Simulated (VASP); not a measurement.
VASP ran on this input.

File KPOINTS:
```
Automatic mesh
0
Gamma
9 9 9
0 0 0
```

**INCAR**
```
SYSTEM  =  KF
PREC  =  Accurate; ENCUT  =  520; LREAL  =  .False.
LASPH  =  .True.
EDIFF  =  1E-7; NELM  =  100; ALGO  =  Normal
ISMEAR  =  0; SIGMA  =  0.05
ISIF  =  2
LWAVE  =  .False.; LCHARG  =  .False.
```

### POSCAR
```
KF
1.0
  0.0000000000   2.6114513728   2.6114513728
  2.6114513728   0.0000000000   2.6114513728
  2.6114513728   2.6114513728   0.0000000000
K F
1 1
Cart
  0.0000000000   0.0000000000   0.0000000000
  2.6114513728   2.6114513728   2.6114513728
```

POTCAR, in this order: K_sv F (LDA.64 set). Program: vasp_std.

**Question.** Write an equivalent input for Ansatz.

**Answer.** One equivalent input (not run):
Ansatz 0.2 input:
```yaml
crystal:
  lattice:
    - [0.0000000, 2.6114514, 2.6114514]
    - [2.6114514, 0.0000000, 2.6114514]
    - [2.6114514, 2.6114514, 0.0000000]
  atoms:
    - { symbol: K, position: [0.0000000, 0.0000000, 0.0000000] }
    - { symbol: F, position: [0.5000000, 0.5000000, 0.5000000] }
kpoints:
  mp_grid: { grid: [9, 9, 9] }
hamiltonian:
  xc: lda
  pseudopotentials: { kind: paw }
scf:
  occupations: { method: gaussian, width: 0.05 }
  max_iter: 100
output: { forces: true, stress: true, eigenvalues: true }
```
Limits of the translation: each code has its own PAW files, so the cut-off isn't converted (ENCUT is set for VASP's; basis.ecutwfc is left out, and Ansatz then takes the one that its files recommend); Ansatz stops its SCF on the density residual and VASP on the energy change (EDIFF); Ansatz's lda is the Perdew-Wang form, while the LDA potentials of VASP carry Perdew-Zunger's.

The compound is KF in the rock salt structure. This cell is one point of a volume scan, at 1.03 of the reference volume.
